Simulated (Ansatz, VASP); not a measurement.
# Cross-check of PtS2 between VASP and Ansatz, part 2 of 2

Wanted: the spread between two codes on one cell, functional and k mesh. Of the first pair: The structure shown is the start of the Ansatz relaxation below; VASP solves that cell, so the two are compared at the walk's first step.

VASP 6.6.1 and Ansatz 0.2.0.

So far: The starting structure; Ansatz: relaxation, revPBE; VASP: single point, revPBE, start cell, pair 1; Comparison; Further runs.

## Step 6: Ansatz: relaxation, revPBE

Level of this step: Ansatz beside VASP: Kohn-Sham DFT, plane waves, revPBE (Ansatz).

This run makes the geometry at which the two programs are then compared.

The structure compared here is the end of the Ansatz relaxation.

Contents of input.yaml:

```yaml
crystal:
  lattice:
    - [3.4565851068, -2.9e-09, 0.0]
    - [-1.7282925509, 2.9934905142, 0.0]
    - [0.0, 0.0, 18.531]
  atoms:
    - { symbol: Pt, position: [0.3333333333, 0.6666666667, 0.5] }
    - { symbol: S, position: [0.0, 0.0, 0.5633871] }
    - { symbol: S, position: [0.6666666667, 0.3333333333, 0.4366129] }
  periodic: [true, true, false]
kpoints:
  mp_grid: { grid: [7, 7, 1] }
scf:
  occupations: { method: fermi_dirac, width: 0.05 }
hamiltonian:
  xc: revpbe
output:
  forces: true
  stress: true
relax:
  f_tol: 0.02
  max_steps: 50
  cell: {}
```

Run with:

```
$ ansatz run input.yaml --threads 1 --pin off --max-ram 4096MiB --backend cpu --events-out ev --progress --plain --runs-dir out
```

Numbers of over 12 decimals in the logs are rounded to 6 here.

Log:

```text
[...]
Crystal: 3 atoms, lattice volume = 294.881 Å³
Basis set: ecut = 420 eV, 5753 PW (Γ), exchange–correlation on 48×48×384 points (8 copies of the dense FFT grid, shifted against one another)
Bands: 19, of which v1, the nominal top of the filled ones, is band 15 counted from 1 (14 counted from 0)
Symmetry: 12 space group operations
[...]
P = ½ c Tr σ = 0.0181 N/m
--- Relaxed structure (4 steps of the walk, 4 accepted, 1 SCFs on fresh bases) ---
[...]
cell:  # Å, volume = 318.7384 Å³
    - [3.593692, -3.008142351788467e-9, 0]
    - [-1.796846, 3.112228, 0]
    - [0, 0, 28.4985054004]
  atoms:
    - { symbol: Pt, position: [0.333333, 0.666667, 0.325122] }
    - { symbol: S, position: [9.267669440319698e-19, 6.784404900703065e-19, 0.368265] }
    - { symbol: S, position: [0.666667, 0.333333, 0.281980] }
[key lines of the parts left out:]
SCF converged after 7 iterations
Free energy (F): -14343.089059 eV
Fermi energy:    -5.339820 eV
```

## Step 7: VASP: single point, revPBE, relaxed cell, pair 2

The same cell, functional, mesh and smearing now go to VASP, with its own data sets.

Contents of INCAR:

```
SYSTEM = PtS2
PREC = Accurate
ENCUT = 400
EDIFF = 1E-06
NELM = 120
ISMEAR = -1
SIGMA = 0.05
LREAL = .FALSE.
ALGO = Normal
GGA = RE
NBANDS = 17
LASPH = .TRUE.
LORBIT = 11
LWAVE = .FALSE.
LCHARG = .FALSE.
ISIF = 2
LDIPOL = .TRUE.
IDIPOL = 3
DIPOL = 0.5 0.5 0.325
LVHAR = .TRUE.
GGA_COMPAT = .FALSE.
EFERMI = MIDGAP
NELMDL = -8
```

Contents of POSCAR:

```
PtS2
1.0
    3.5936916918     -0.0000000030      0.0000000000
   -1.7968458433      3.1122283000      0.0000000000
    0.0000000000      0.0000000000     28.4985054004
Pt S
1 2
Direct
    0.3333333333      0.6666666667      0.3251223133
    0.0000000000      0.0000000000      0.3682650899
    0.6666666667      0.3333333333      0.2819795366
```

Contents of KPOINTS:

```
Automatic mesh
0
Gamma
7 7 1
0 0 0
```

The projector-augmented-wave data sets are Pt and S (PBE family, release 64).

Run with:

```
$ mpirun -np 1 vasp_std
```

Log:

```text
[banner, memory and clock lines left out]
running    1 mpi-ranks, on    1 nodes
[...]
[... a notice as in an earlier step ...]

 LDA part: xc-table for (Slater+PW92), standard interpolation
 POSCAR, INCAR and KPOINTS ok, starting setup
[...]
entering main loop
       N       E                     dE             d eps       ncg     rms          rms(c)
DAV:   1     0.167829112040E+03    0.16783E+03   -0.61447E+03   272   0.749E+02
DAV:   2     0.365248070684E+01   -0.16418E+03   -0.15468E+03   450   0.157E+02
DAV:   3    -0.154295068080E+02   -0.19082E+02   -0.18960E+02   331   0.692E+01
DAV:   4    -0.157582440843E+02   -0.32874E+00   -0.32827E+00   371   0.110E+01
[...]
DAV:  19    -0.144417250291E+02    0.62842E-05   -0.47599E-05   363   0.336E-02    0.469E-03
DAV:  20    -0.144417270751E+02   -0.20460E-05   -0.29905E-06   340   0.967E-03    0.127E-02
DAV:  21    -0.144417277001E+02   -0.62494E-06   -0.47216E-07   309   0.387E-03
   1 F= -.14441728E+02 E0= -.14441728E+02  d E =-.428061E-08
```

Parts of OUTCAR (step 7):

```text
  Total       -0.1868905     -0.1868905     -0.1212931     -0.0000000      0.0000000      0.0000000
  in kB       -0.9394280     -0.9394280     -0.6096946     -0.0000000      0.0000000      0.0000000
  external PRESSURE =      -0.8295169 kB  Pullay stress =       0.0000000 kB

 POSITION                                       TOTAL-FORCE (eV/Angst)
 -----------------------------------------------------------------------------------
      0.00000      2.07482      9.26550         0.000000      0.000000     -0.000000
      0.00000      0.00000     10.49500        -0.000000     -0.000000     -0.038530
      1.79685      1.03741      8.03600         0.000000      0.000000      0.038530
 -----------------------------------------------------------------------------------
    total drift:                                0.000000      0.000000      0.000012

  FREE ENERGIE OF THE ION-ELECTRON SYSTEM (eV)
  ---------------------------------------------------
  free  energy   TOTEN  =       -14.4417277001 eV

  energy  without entropy=      -14.4417276958  energy(sigma->0) =      -14.44172770

[... 1 part as in an earlier step ...]

[... 2 further parts left out ...]
[key lines of the parts left out:]
E-fermi :  -3.2281
```

## Step 8: Differences

What differs besides the data sets and the points named for the pairs above, as far as they apply: the data sets hold 30 valence electrons in Ansatz (on its default PAW (the set named soft_2) files) and 22 in VASP. Total energies have different zeros and are not compared.

Compared:

| quantity | Ansatz | VASP | difference |
| --- | --- | --- | --- |
| gap on the k mesh (eV) | 1.898 | 1.903 | -0.005 |

At this near-relaxed geometry the largest component of a force difference is 42 meV/Å. A gap on the mesh is an upper bound, since the band edges may lie between its points; neither run holds spin-orbit coupling, which can move the band edges of a compound of Pt. With vacuum in the cell, a pressure given here is an average over mostly empty space and none of the material.

## Step 9: Results

| Quantity | Value |
| --- | --- |
| r.m.s. force difference (single point, revPBE, start cell, pair 1) | 3.2 % of the r.m.s. force |
| r.m.s. force difference (single point, revPBE, relaxed cell, pair 2) | 20 meV/Å |

What this shows: The r.m.s. force difference is 20 meV/Å (single point, revPBE, relaxed cell, pair 2), beyond the 12 meV/Å picked in this series as the mark of a large difference. The data sets hold unlike numbers of valence electrons (30 in Ansatz and 22 in VASP), so part of the differences comes from the potentials. Single point, revPBE, start cell, pair 1, VASP with the data sets Pt_sv_GW and S and a cutoff of 430 eV: r.m.s. force difference goes from 29 to 16 meV/Å. What causes the difference of the single point, revPBE, relaxed cell, pair 2 pair stays open here. How closely two codes agree says nothing of how well the functional describes the real material.

[Lines on the potential files, build, host, timing and source positions are cut from VASP's logs without a mark.]

[Logs are printed without paths, hosts, clocks, repeated set-up lines and the standing remarks that a program may print on its own settings, such as how far it seeks lower states.]

[Hosts, paths, dates, database ids (printed as entryN), source tags and the programs' standing remarks are cut or masked in the printed files.]
